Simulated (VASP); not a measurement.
Input:

```
CELL_PARAMETERS angstrom
      1.42159    -2.46226     0.00000
      1.42159     2.46226     0.00000
      0.00000     0.00000     4.83516
ATOMIC_POSITIONS crystal
  Cd 0.33333 0.66667 0.25000
  Cd 0.66667 0.33333 0.75000
```

Calculation: PBE GGA, VASP's PBE PAW potentials (set 64) (plane waves; VASP). Numerical set-up: 500 eV cut-off, 15×15×8 Γ-centred mesh, first-order Methfessel-Paxton smearing of 0.10 eV, potentials Cd.

**Question.** The ions, cell shape and volume at an external pressure of 30.0 GPa are relaxed. Predict the relaxed structure.

**Answer.** 
```
CELL_PARAMETERS angstrom
      1.44232    -2.49818     0.00000
      1.44232     2.49818     0.00000
      0.00000     0.00000     4.67930
ATOMIC_POSITIONS crystal
  Cd 0.33333 0.66667 0.25000
  Cd 0.66667 0.33333 0.75000
```
Space group P6_3/mmc (194), at a tolerance of 0.03 Å.

**Question.** How do energy and volume change from the first to the last step?

**Answer.** The energy (σ→0) changes by +7.2 meV/atom and the volume by -0.4 %, in 6 ionic steps.

| step | E(σ→0) (eV) | max force (eV/Å) | pressure (GPa) | volume (Å³) |
|---|---|---|---|---|
| 1 | -0.6930 | 0.000 | 29.92 | 33.85 |
| 2 | -0.6919 | 0.000 | 29.84 | 33.81 |
| 3 | -0.6838 | 0.000 | 30.04 | 33.76 |
| 4 | -0.6810 | 0.000 | 30.20 | 33.74 |
| 5 | -0.6734 | 0.000 | 30.45 | 33.70 |
| 6 | -0.6786 | 0.000 | 30.10 | 33.72 |

The compound is Cd in the hcp structure. This run relaxes it under an external pressure of 30 GPa. Symmetry was kept, so distortions that lower it aren't found.
